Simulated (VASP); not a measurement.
Consider the following.

```
CELL_PARAMETERS angstrom
      0.00000     2.66181     2.66181
      2.66181     0.00000     2.66181
      2.66181     2.66181     0.00000
ATOMIC_POSITIONS crystal
  Ga 0.00000 0.00000 0.00000
  P  0.25000 0.25000 0.25000
```

Level of theory: MS2 meta-GGA, VASP's PBE PAW potentials (set 64) (plane waves; VASP 6.6.1). Numerical set-up: 520 eV cut-off, 8×8×8 Γ-centred mesh, Gaussian smearing of 0.050 eV, potentials Ga_d P.

### Question
Estimate the energy per atom (σ→0), pressure, band gap (on the k-mesh) with the smallest direct gap where there is one.

### Answer

The band gap (on the k-mesh) is 1.76 eV and the smallest direct gap (on the k-mesh) is 3.02 eV. The energy per atom (σ→0) comes out as -7.474 eV/atom. The pressure comes out as 6.17 GPa.

Only differences to runs with the same potentials and settings are physical.

The compound is GaP in the zinc blende structure. This cell is one point of a volume scan, at 0.94 of the reference volume.
